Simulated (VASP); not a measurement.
Wanted: the native input for a VASP 6.6.1 run.

```yaml
Task: relaxation of cell and atoms
Functional: r2SCAN
Dispersion: rVV10
Potentials_or_basis: VASP PAW PBE potentials, release 64 (Ag)
Cutoff: 600 eV
k_mesh: 18 × 18 × 18
Occupations: methfessel-paxton, width 0.1 eV
Spin: no spin polarisation
Further_INCAR_settings: ALGO = Normal; EDIFF = 1e-06; IBRION = 2; EDIFFG = -0.005; NSW = 40; ISIF = 3
```

The structure of Ag lies in POSCAR:

```
Ag
1.0
    0.0000000000      2.0300000000      2.0300000000
    2.0300000000      0.0000000000      2.0300000000
    2.0300000000      2.0300000000      0.0000000000
Ag
1
Direct
    0.0000000000      0.0000000000      0.0000000000
```

The cell was built by a generator and needn't be a form met in nature.

The input as run:

INCAR

```
SYSTEM = Ag
PREC = Accurate ; ENCUT = 600
EDIFF = 1E-6 ; ISMEAR = 1
SIGMA = 0.1 ; LREAL = .False.
LASPH = .True. ; NELM = 120
ALGO = Normal ; ISIF = 3
LWAVE = .False. ; LCHARG = .False.
METAGGA = R2SCAN ; LMIXTAU = .True.
LUSE_VDW = .True. ; IVDW_NL = 2
BPARAM = 11.95 ; CPARAM = 0.0093
IBRION = 2 ; NSW = 40
EDIFFG = -0.005
```

KPOINTS

```
Automatic mesh
0
Gamma
  18 18 18
  0 0 0
```

Potentials or basis: VASP PAW PBE potentials, release 64 (Ag).

Run with:

```bash
$ cat potpaw_PBE.64/Ag/POTCAR > POTCAR
$ mpirun -np 1 vasp_std > vasp.out
```

Results of the run:

The relaxed volume is 17.00 Å³/atom. The relaxed cell is a = 2.886 Å, b = 2.886 Å, c = 2.886 Å, α = 60.00°, β = 60.00°, γ = 60.00° and the space group after relaxing (to 0.05 Å) is Fm-3m (No. 225). The energy gained by relaxing is 1.6 meV/atom and the ionic steps are 5. The pressure after relaxing is 0.0 GPa and the band gap on the k mesh is none (metal or under the smearing width).

Caveat: the PAW data sets were made with another functional, which shifts forces and pressure a little.

Run time: 2.9 min on 1 thread of Intel(R) Xeon(R) 6975P-C (Granite Rapids) (shared host), peak memory 0.26 GiB.
